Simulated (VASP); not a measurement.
An input for Quantum ESPRESSO's pw.x (written as the equivalent of a VASP run, and not itself run):

```
&CONTROL
  calculation = 'vc-relax'
  pseudo_dir = './pseudo'
  outdir = './out'
  tprnfor = .true.
  tstress = .true.
  nstep = 30
  forc_conv_thr = 0.00039
/
&SYSTEM
  ibrav = 0
  nat = 3
  ntyp = 2
  ecutwfc = 84
  occupations = 'smearing'
  smearing = 'methfessel-paxton'
  degauss = 0.00735
  input_dft = 'pbesol'
/
&ELECTRONS
  conv_thr = 7.3e-09
  electron_maxstep = 100
/
&IONS
/
&CELL
  cell_dofree = 'shape'
/
ATOMIC_SPECIES
  Ti 47.867 Ti.upf
  B 10.810 B.upf
CELL_PARAMETERS angstrom
     1.5386185   -2.6649654    0.0000000
     1.5386185    2.6649654    0.0000000
     0.0000000    0.0000000    3.2489718
ATOMIC_POSITIONS crystal
  Ti   1.0000000  0.0000000  0.0000000
  B    0.3333330  0.6666670  0.5000000
  B    0.6666670  0.3333330  0.5000000
K_POINTS automatic
  12 12 10 0 0 0
```

Q: Write the VASP files for the same calculation (PBEsol).

A: One answer among several that fit: 
File KPOINTS:
```
K-points
0
G
  12 12 10
0 0 0
```

**POSCAR**
```
TiB2
1.0
  1.5386184908  -2.6649654263   0.0000000000
  1.5386184908   2.6649654263   0.0000000000
  0.0000000000   0.0000000000   3.2489717675
Ti B
1 2
Cart
  1.5386184908  -2.6649654263   0.0000000000
  1.5386184908   0.8883235854   1.6244858838
  1.5386184908  -0.8883235854   1.6244858838
```

INCAR:
```
ALGO  =  Normal
EDIFF  =  1E-7
EDIFFG  =  -0.01
ENCUT  =  520
GGA  =  PS
IBRION  =  2
ISIF  =  4
ISMEAR  =  1
LASPH  =  .TRUE.
LCHARG  =  .FALSE.
LMAXMIX  =  4
LREAL  =  .FALSE.
LWAVE  =  .FALSE.
NELM  =  100
NSW  =  30
PREC  =  Accurate
SIGMA  =  0.1
SYSTEM  =  TiB2
```

POTCAR, in this order: Ti_sv B (PBE.64 set). Program: vasp_std.

The two are equivalent in intent, not identical: the potentials are each code's own (VASP's PAW set, PseudoDojo norm-conserving files in pw.x), so ENCUT and ecutwfc are chosen apart and not converted; conv_thr bounds pw.x's estimated SCF error, while EDIFF bounds the energy change between steps; forc_conv_thr acts on force components and is met together with etot_conv_thr.

The compound is TiB2 in the AlB2 type structure. This cell is one point of a volume scan, at 1.06 of the reference volume. Symmetry was kept, so distortions that lower it aren't found.
